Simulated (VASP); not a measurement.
Cost and result of VASP (PAW) for the band gap of NaI (rock salt). Gaps are without spin-orbit coupling. Each level names its cell: its own relaxed one, PBE's, or the starting one. A gap is the smallest over the k-mesh and a band path; hybrids may have named points in place of the path, and GW has the mesh alone. The cost counts the self-consistent run with its band path or extra points (for GW, with the PBE run and the diagonalisation ahead of it), each on the mesh and cut-off of its row, so the ratios hold those differences too. With PBE it took about 60 core-seconds. Times come from single runs on busy shared machines, so they are rough: good to a factor of about 2.

Unless said otherwise, spin-orbit coupling is left out, though it shifts the bands of the heavy elements here.

```json
[
 {"level": "LDA (own cell)", "k-mesh": "8×8×8", "cut-off (eV)": "520", "band gap (eV)": "3.63", "cost over PBE": "within a factor of 2"},
 {"level": "PBEsol (own cell)", "k-mesh": "8×8×8", "cut-off (eV)": "520", "band gap (eV)": "3.58", "cost over PBE": "within a factor of 2"},
 {"level": "PBE (own cell)", "k-mesh": "8×8×8", "cut-off (eV)": "520", "band gap (eV)": "3.57", "cost over PBE": "reference"},
 {"level": "B3LYP (PBE cell)", "k-mesh": "6×6×6", "cut-off (eV)": "520", "band gap (eV)": "4.98", "cost over PBE": "about 30 times"},
 {"level": "HSE06 (PBE cell)", "k-mesh": "6×6×6", "cut-off (eV)": "520", "band gap (eV)": "4.60", "cost over PBE": "about 30 times"},
 {"level": "Hartree-Fock (PBE cell)", "k-mesh": "6×6×6", "cut-off (eV)": "520", "band gap (eV)": "10.70", "cost over PBE": "about 30 times"},
 {"level": "PBE0 (PBE cell)", "k-mesh": "6×6×6", "cut-off (eV)": "520", "band gap (eV)": "…", "cost over PBE": "about 30 times"}
]
```

What belongs in the gaps?

- PBE0 (PBE cell), band gap (eV): 5.25

Left out are levels that failed, ran on another kind of processor or have no fit band path; at most nine are shown.

The compound is NaI in the rock salt structure.
